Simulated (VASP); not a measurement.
Calculation: PBE GGA, VASP's PBE PAW potentials (set 64) (plane waves; VASP 6.6.1).

The input files of a VASP run:

**INCAR**
```
! general
SYSTEM  = Tc
PREC    = Accurate
ENCUT   = 480
LREAL   = F
LASPH   = T

! electronic loop
EDIFF   = 1E-6
NELM    = 100
ALGO    = Normal
LMAXMIX = 4

! smearing
ISMEAR  = 1
SIGMA   = 0.1

! functional
GGA     = PE

! ions
IBRION  = 2
NSW     = 60
ISIF    = 3
EDIFFG  = -0.01

! output
LWAVE   = F
LCHARG  = F
```

KPOINTS:
```
Automatic
0
Gamma
14 14 8
```

**POSCAR**
```
Tc
1
    1.3700000000    -2.3729100000     0.0000000000
    1.3700000000     2.3729100000     0.0000000000
    0.0000000000     0.0000000000     4.3900000000
Tc
2
Direct
  0.3333330000   0.6666670000   0.2500000000
  0.6666670000   0.3333330000   0.7500000000
```

POTCAR, in this order: Tc_pv (PBE.64 set). Program: vasp_std.

**Question.** What will the output report for the number of irreducible k-points (NKPTS), largest plane-wave count, number of space-group operations, FFT grid (NGX, NGY, NGZ)?

**Answer.** 
```yaml
number of irreducible k-points (NKPTS): 120
largest_plane_wave_count: 699
number_of_space_group_operations: 24
FFT grid (NGX, NGY, NGZ): 20 × 20 × 32
```

The compound is Tc in the hcp structure. This run relaxes it. Symmetry was kept, so distortions that lower it aren't found.
